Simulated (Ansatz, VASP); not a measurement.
# Si2Mo: VASP beside Ansatz, part 2 of 2

Aim: how closely do two programs agree when they are given the same cell, functional and k mesh? The cell is taken from a series of runs on this material, whose earlier steps may have relaxed, scaled, displaced or heated it; both programs get it as it stands.

VASP 6.6.1 and Ansatz 0.2.0.

So far: The starting structure; VASP: zone-centre phonons, PBEsol.

## (3) Ansatz: zone-centre phonons, PBEsol

Level of this step: Ansatz beside VASP: Kohn-Sham DFT, plane waves, PBEsol (Ansatz).

Ansatz runs on its PAW soft_1 files.

The same cell, functional, mesh and smearing now go to Ansatz, which takes its cutoff from its data sets.

Contents of input.yaml:

```yaml
crystal:
  lattice:
    - [-1.6431048662, 1.6431048662, 3.8727853291]
    - [1.6431048662, -1.6431048662, 3.8727853291]
    - [1.6431048662, 1.6431048662, -3.8727853291]
  atoms:
    - { symbol: Si, position: [0.3354384699, 0.3354384699, 0.0] }
    - { symbol: Si, position: [0.6645615301, 0.6645615301, 0.0] }
    - { symbol: Mo, position: [0.0, 0.0, 0.0] }
kpoints:
  mp_grid: { grid: [20, 20, 20] }
hamiltonian:
  xc: pbesol
  pseudopotentials: { kind: paw, azcp: { folder: soft_1 }, xc_functional: pbe }
scf:
  occupations: { method: methfessel_paxton, width: 0.2 }
output:
  eigenvalues: true
phonons:
  method: dfpt
```

Run with:

```
$ ansatz run input.yaml --threads 4 --pin off --max-ram 10240MiB --backend cpu --events-out ev --progress --plain --runs-dir out
```

Numbers of over 12 decimals in the logs are rounded to 6 here.

The program printed:

```text
zone centre: on kpoints.mp_grid the ground state, and the responses unless they are solved on pairs of k-points, stand on 1166 of the mesh's 8000 k-points, reduced under 4 symmetry operations, with k and −k counted as one. Each operation leaves every solved displacement unchanged or reverses it
Engine: ansatz 0.2.0, aarch64-unknown-linux-gnu
Pseudopotentials: kind: paw
Pseudopotential: Si, paw, valence charge 4, recommended cutoff 420 eV (normal), soft_1/Si.paw.azcp
Pseudopotential: Mo, paw, valence charge 14, recommended cutoff 420 eV (normal), soft_1/Mo.paw.azcp
Functional definition: PBEsol
  exchange = pbesol_x
  correlation = pbesol_c
Crystal: 3 atoms, lattice volume = 41.823 Å³
Basis set: ecut = 420 eV, 833 PW (Γ), exchange–correlation on 64×64×64 points (8 copies of the dense FFT grid, shifted against one another)
Bands: 15, of which v1, the nominal top of the filled ones, is band 11 counted from 1 (10 counted from 0)
Symmetry: 16 space group operations
k-points: 1166 of 8000 (irreducible under 4 space group operations, time reversal used)
Non-local potential: Si, projectors of the file, l = 0: 2, l = 1: 2, l = 2: 1
Non-local potential: Mo, projectors of the file, l = 0: 3, l = 1: 2, l = 2: 2, l = 3: 1
PAW form: soft (Blöchl's): semilocal exchange-correlation on the pseudo side does not see the compensation charge
PAW frozen core: Si, regenerated for the run's functional, and the local potential with it (the file was generated under x = pbe(κ = 0.804, μ = 0.219515), c = pbe(β = 0.066725))
PAW frozen core: Mo, regenerated for the run's functional, and the local potential with it (the file was generated under x = pbe(κ = 0.804, μ = 0.219515), c = pbe(β = 0.066725))
PAW one-centre angular grid: Si, 110 points (default); XC on 64 Gauss nodes
PAW one-centre angular grid: Mo, 590 points (default); XC on 64 Gauss nodes
Initial density: superposition of atomic densities (chi_scale 0.1, normalization cell, long waves kept (reshape's long-wave potential 0.00 eV rms))
Initial wavefunctions: pseudopotential atomic-orbital guess
Functional: x = pbesol(κ = 0.804, μ = 0.123457), c = pbesol(β = 0.046)
SCF iter   1: F=—  HF=-6143.556014 eV  |F-HF|=—  |Δ(HF+E_count)|=         —  Δρ=9.41e-2  dr2=5.73e0  ethr=3.10e-3  ⟨swp⟩=5.2  Hψ=98811  notcnv=0
preconditioner: auto → Kerker (q_TF=auto, 2.451 Å⁻¹)  [metal: Δε(μ)=0.003 eV  Ē_g=7.901 eV  σ=0.200 eV  W_gap=0.01  n_scr=10 (ndim 8)  ℏωp=21.5 eV  f_vac=0.000  D(μ)=0.42/eV (n_scr^D=0)]
SCF iter   2: F=—  HF=-6142.267616 eV  |F-HF|=—  |Δ(HF+E_count)|=    1.29e0  S|Δr|=    0.00e0  Δρ=3.07e-2  dr2=2.91e-1  ethr=3.10e-3  ⟨swp⟩=2.3  Hψ=43582  notcnv=0
SCF iter   3: F=—  HF=-6142.211775 eV  |F-HF|=—  |Δ(HF+E_count)|=   5.58e-2  S|Δr|=    0.00e0  Δρ=1.49e-2  dr2=6.84e-2  ethr=1.32e-3  ⟨swp⟩=2.2  Hψ=24016  notcnv=0
SCF iter   4: F=—  HF=-6142.195938 eV  |F-HF|=—  |Δ(HF+E_count)|=   1.58e-2  S|Δr|=    0.00e0  Δρ=2.66e-3  dr2=3.27e-3  ethr=3.11e-4  ⟨swp⟩=2.4  Hψ=25875  notcnv=0
SCF iter   5: F=—  HF=-6142.195053 eV  |F-HF|=—  |Δ(HF+E_count)|=   8.86e-4  S|Δr|=    0.00e0  Δρ=3.51e-4  dr2=8.89e-5  ethr=1.49e-5  ⟨swp⟩=2.9  Hψ=28869  notcnv=0
SCF iter   6: F=—  HF=-6142.195035 eV  |F-HF|=—  |Δ(HF+E_count)|=   1.76e-5  S|Δr|=    0.00e0  Δρ=3.84e-5  dr2=1.01e-6  ethr=4.04e-7  ⟨swp⟩=2.3  Hψ=22671  notcnv=0
SCF iter   7: F=—  HF=-6142.195035 eV  |F-HF|=—  |Δ(HF+E_count)|=   2.32e-7  S|Δr|=    0.00e0  Δρ=5.47e-6  dr2=1.22e-8  ethr=4.59e-9  ⟨swp⟩=2.2  Hψ=23594  notcnv=0
SCF iter   8: F=—  HF=-6142.195035 eV  |F-HF|=—  |Δ(HF+E_count)|=   1.27e-9  S|Δr|=    0.00e0  Δρ=1.11e-6  dr2=7.39e-10  ethr=5.53e-11  ⟨swp⟩=2.4  Hψ=28374  notcnv=0
SCF iter   9: F=—  HF=-6142.195035 eV  |F-HF|=—  |Δ(HF+E_count)|=  1.49e-10  S|Δr|=    0.00e0  Δρ=1.69e-7  dr2=1.09e-11  ethr=3.36e-12  ⟨swp⟩=2.6  Hψ=25512  notcnv=0
SCF iter  10: F=-6142.195035 eV  HF=-6142.195035 eV  |F-HF|=9.09e-13  |Δ(HF+E_count)|=  5.46e-12  S|Δr|=    0.00e0  Δρ=4.63e-8  dr2=1.28e-12  ethr=1.00e-12  ⟨swp⟩=5.0  Hψ=66217  notcnv=0
the search or the solves at the SCF's close seem to have found levels that the self-consistency loop had missed (the run counts 5). By its estimate they hold under 1e-12 electrons; where the run keeps them, the occupations were computed again with them
SCF 1 converged in 10 iterations: F = -6142.195035 eV  dr2 = 1.28e-12
  greatest PAW one-centre occupation: 0.999 electrons in one spin orbital (limit 2), on the Mo atom at site 2 (counted from 0), in its partial waves of l = 0
DFPT response loops at Γ: preconditioner auto → Kerker (q_TF=auto, 2.451 Å⁻¹) (partly filled bands, converged f_vac=0.000); β = 1.00, the filter's whole step (`scf.mixing.beta` (0.50) is not read by the response loops under this deck's `scf.mixing.preconditioner`; to damp them name `kerker` or `kerker_dos`, under which they read `scf.mixing.beta`, and type it under 1.00, their step now; both keys bind the ground state too); Broyden in place of MSR1
SCF converged after 10 iterations
Stability not checked: this state was not tested for a lower state beside it, because cold or Methfessel-Paxton smearing, or corrected tetrahedra, fill the levels in a way that the test cannot read (fill_not_monotonic; see scf.lower_state_search)
Free energy (F): -6142.195035 eV
Harris-Foulkes:  -6142.195035 eV  (|F-HF|=9.09e-13)
Internal energy: -6142.196267 eV  (E = F + TS)
E sigma→0 (E₀):  -6142.195343 eV
Entropy (-TS):   0.001232 eV (0.411 meV/atom)
Fermi energy:    15.020895 eV
--- Per-component energies (eV) ---
  E_band       = -63.040014
  E_kinetic    = 508.708560
  E_local      = -1153.721568  (includes V_loc(G=0)·N_el)
  E_nonlocal   = 194.199733
  E_hartree    = 435.350760
  E_xc         = -290.179798
  E_vxc        = -319.039239  (∫ρ·V_xc dr)
  E_paw        = -4149.647424  (= ΣΔE_a)
  E_vpaw       = -163.889083  (= ΣTr[D̂ρ^β])
  E_aug_tail   = 0.000106  (compensation charges beyond the density's cutoff)
  E_ewald      = -1687.179057
  E_core_change = 0.272421  (= ΣΔE_core)
  E_smearing   = 0.001232  (= −TS)
  E_closure    = 0.000000  (closes the sum)
  Σ components = -6142.195035   (vs F -6142.195035, Δ=0.00e0)
--- Band table (eV; the first three rows and the last of 1166) ---
  k-point 0: bands = [... 7 lower, 12.2723, 12.4717, 12.4717, 15.3002, 17.8805, 18.2455, 18.2455, 18.4419]
  k-point 1: bands = [... 7 lower, 12.2870, 12.2936, 12.9942, 15.0077, 17.6567, 18.1294, 18.2874, 18.5766]
  k-point 2: bands = [... 7 lower, 11.8411, 12.3342, 13.6112, 14.2814, 17.2594, 18.0450, 18.3933, 18.8104]
  k-point 1165: bands = [... 7 lower, 12.9866, 14.4225, 14.4225, 14.6166, 14.6166, 15.4526, 19.9704, 20.3625]
--- Phonons (Γ-DFPT): 4 representative perturbations + reference, on 1166 of 8000 k-points (Σ response iterations 12) ---
  k mesh reduced under 4 symmetry operations, with k and −k counted as one. Each operation leaves every solved displacement unchanged or reverses it
  ASR residual: 5.085e-5 → 0.000e0 eV/Å²; symmetrization residual: 1.662e-6 eV/Å²
  ASR residual per site (eV/Å²): 4.65e-6 4.65e-6 5.08e-5
  Γ frequencies (cm⁻¹): 0.00 0.00 0.00 238.74 238.74 293.62 293.62 310.38 439.82
  non-analytic LO–TO correction: not included (Born effective charges unavailable; polar crystals: no LO–TO splitting at Γ)
```

## (4) Comparison

Known differences besides the potentials themselves: the cutoff is 420 eV in Ansatz and 500 eV in VASP; Ansatz makes its cores anew for this functional, VASP keeps those of its PBE data sets. Total energies have different zeros and are not compared.

The two programs side by side:

| quantity | Ansatz | VASP | difference |
| --- | --- | --- | --- |
| optical mode 1 to 2 (cm⁻¹) | 238.7 | 239.9 | -0.48 % |
| optical mode 3 to 4 (cm⁻¹) | 293.6 | 294.5 | -0.30 % |
| optical mode 5 (cm⁻¹) | 310.4 | 311.7 | -0.43 % |
| optical mode 6 (cm⁻¹) | 439.8 | 440.3 | -0.10 % |

Modes are paired by rising frequency, not by their patterns, so a pair may set unlike modes beside each other; they are those without the splitting of longitudinal modes.

## (5) Outcome

| Item | Value |
| --- | --- |
| r.m.s. difference of the optical zone-centre modes, each program's sorted by frequency (zone-centre phonons, PBEsol) | 1.0 cm⁻¹ |

The r.m.s. difference of the optical zone-centre modes, each program's sorted by frequency is 1.0 cm⁻¹ (zone-centre phonons, PBEsol). Such differences can come from data sets, numerical settings and the points named under the comparisons, not from the functional's error against experiment.

[Lines on the potential files, build, host, timing and source positions are cut from VASP's logs without a mark.]

[Logs are printed without paths, hosts, clocks, repeated set-up lines and the standing remarks that a program may print on its own settings, such as how far it seeks lower states.]

[Hosts, paths, dates, database ids (printed as entryN), source tags and the programs' standing remarks are cut or masked in the printed files.]
